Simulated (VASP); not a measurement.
Consider the following.

```xyz
1
Lattice="0.0000 2.3777 2.3777 2.3777 0.0000 2.3777 2.3777 2.3777 0.0000" Properties=species:S:1:pos:R:3 pbc="T T T"
Pb     0.0000     0.0000     0.0000
```

Level of theory: LDA (Ceperley-Alder, Perdew-Zunger), VASP's LDA PAW potentials (set 64) (plane waves; VASP). Numerical set-up: 500 eV cut-off, 13×13×13 Γ-centred mesh, first-order Methfessel-Paxton smearing of 0.10 eV, potentials Pb_d.

Energy and stress use the plane-wave basis of the starting cell.

Question: The ions, cell shape and volume at an external pressure of 10.0 GPa are relaxed. What does this cell relax into?

Answer: 
```xyz
1
Lattice="0.0000 2.3330 2.3330 2.3330 0.0000 2.3330 2.3330 2.3330 0.0000" Properties=species:S:1:pos:R:3 pbc="T T T"
Pb     0.0000     0.0000     0.0000
```
Space group Fm-3m (225), at a tolerance of 0.03 Å.

Question: How do energy and volume change from the first to the last step?

Answer: The energy (σ→0) changes by +68.4 meV/atom and the volume by -5.5 %, in 3 ionic steps.

```csv
step,E(σ→0) (eV),max force (eV/Å),pressure (GPa),volume (Å³)
1,-4.2191,0.000,4.99,26.89
2,-4.0115,0.000,17.51,23.74
3,-4.1506,0.000,9.92,25.40
```

The compound is Pb in the fcc structure. This run relaxes it under an external pressure of 10 GPa. Symmetry was kept, so distortions that lower it aren't found.
